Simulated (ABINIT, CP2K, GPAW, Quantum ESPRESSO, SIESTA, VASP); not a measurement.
# One calculation of Cd2S, 6 ways

```
Cd S
1.0
     3.96267    0.00000    0.00000
    -1.98134    3.43177    0.00000
     0.00000    0.00000    5.80919
Cd S
2 1
Direct
  0.32600 0.65881 0.93410
  0.68459 0.35091 0.57211
  0.31890 0.65703 0.35867
```

The cell comes from a database or a generator and needn't be the stable form of this composition.

Atoms were shifted at random by some hundredths of an Å from the given cell, which wasn't relaxed again for these runs.

Alike in all runs: task single point; functional PBE; k mesh 8 × 8 × 5; occupations fermi-dirac, width 0.05 eV; no spin polarisation; no spin-orbit coupling. Pressure is positive in compression and, in plane waves, holds the error of the finite cutoff.

| program and potentials | plane-wave cutoff (eV) | notes | pressure (GPa) | largest force (eV/Å) | energy over the undisturbed cell (meV/atom) |
| --- | --- | --- | --- | --- | --- |
| SIESTA, files PseudoDojo sr-pbe-0.4.1-standard, DZP (energy shift 0.003 Ry; two zetas on semicore shells) | - | atomic basis; 15.33 valence electrons an atom on average | -0.13 | 0.550 | 11.70 |
| ABINIT, JTH PAW PBE v2.0 | 599 | 10 valence electrons an atom on average | 0.31 | 0.500 | 11.04 |
| Quantum ESPRESSO, SSSP 1.3 efficiency PBE | 816 | 10 valence electrons an atom on average | 0.28 | 0.508 | 11.33 |
| CP2K, POTENTIAL_UZH Cd GTH-PBE-q12, S GTH-PBE-q6; TZVP-MOLOPT-PBE-GTH basis | - | atomic basis; 10 valence electrons an atom on average | 0.65 | 0.536 | - |
| GPAW, GPAW PAW data sets (gpaw-data 1.2.1) | 600 | 10 valence electrons an atom on average | 0.04 | 0.499 | - |
| VASP, PBE PAW files Cd, S, 520 eV | 520 | 10 valence electrons an atom on average | ? | ? | - |

Task: Estimate from the other rows what the run with VASP, PBE PAW files Cd, S, 520 eV gave.

Result: Pressure 0.58 GPa; largest force 0.514 eV/Å. The other rows, which needn't bracket it: pressure -0.13 to 0.65; largest force 0.499 to 0.550; energy over the undisturbed cell 11.04 to 11.70.
